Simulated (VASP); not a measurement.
# Ga (relaxed from the simple-cubic structure, space group Pm-3m): computed properties

The numbers are results of PBEsol GGA, VASP's PBE PAW potentials (set 64) (plane waves; VASP), not measurements.

```json
{
 "space_group": "Pm-3m (221)",
 "cell": "a = b = c = 2.659 Å, α = β = γ = 90.00°",
 "volume_per_atom": "18.79 Å³/atom",
 "band gap (over mesh and band path)": "none (metal, semimetal or under 0.01 eV)",
 "density": "6.16 g/cm³"
}
```

```
Ga
1.0
    2.65856     0.00000     0.00000
    0.00000     2.65856     0.00000
    0.00000     0.00000     2.65856
Ga
1
Cartesian
  0.00000   0.00000   0.00000
```

The structure was generated: Ga was put into the simple-cubic type (Pm-3m), which need not be its known phase. It was relaxed first, which changed the volume by -11 %. Symmetry was kept, so distortions that lower it aren't found.
